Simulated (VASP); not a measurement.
An input for Ansatz (written as the equivalent of a VASP run, and not itself run):

Ansatz 0.2 input:
```yaml
crystal:
  lattice:
    - [4.5813183, 0.0000000, 0.0000000]
    - [0.0000000, 4.5813183, 0.0000000]
    - [0.0000000, 0.0000000, 4.5813183]
  atoms:
    - { symbol: Cs, position: [0.0000000, 0.0000000, 0.0000000] }
    - { symbol: Br, position: [0.5000000, 0.5000000, 0.5000000] }
kpoints:
  mp_grid: { grid: [6, 6, 6] }
hamiltonian:
  xc: revpbe
  pseudopotentials: { kind: paw }
scf:
  occupations: { method: gaussian, width: 0.05 }
  max_iter: 100
output: { forces: true, stress: true, eigenvalues: true }
```

Translate this input to VASP (INCAR, KPOINTS, POSCAR, choice of POTCAR).

One answer among several that fit: 
File KPOINTS:
```
Automatic mesh
0
Gamma
6 6 6
0 0 0
```

### POSCAR
```
CsBr
1
    4.5813183220     0.0000000000     0.0000000000
    0.0000000000     4.5813183220     0.0000000000
    0.0000000000     0.0000000000     4.5813183220
Cs Br
1 1
Direct
  0.0000000000   0.0000000000   0.0000000000
  0.5000000000   0.5000000000   0.5000000000
```

### INCAR
```
! general
SYSTEM   =  CsBr
PREC     =  Accurate
ENCUT    =  520
LREAL    =  .FALSE.
LASPH    =  .TRUE.

! electronic loop
EDIFF    =  1E-7
NELM     =  100
ALGO     =  Normal
LMAXMIX  =  4

! smearing
ISMEAR   =  0
SIGMA    =  0.05

! functional
GGA      =  RE

! ions
ISIF     =  2

! output
LWAVE    =  .FALSE.
LCHARG   =  .FALSE.
```

POTCAR, in this order: Cs_sv Br (PBE.64 set). Program: vasp_std.

The two are equivalent in intent, not identical: each code has its own PAW files, so the cut-off isn't converted (ENCUT is set for VASP's; basis.ecutwfc is left out, and Ansatz then takes the one that its files recommend); Ansatz stops its SCF on the density residual and VASP on the energy change (EDIFF).

The compound is CsBr in the CsCl type structure. This cell is one point of a volume scan, at 1.03 of the reference volume.
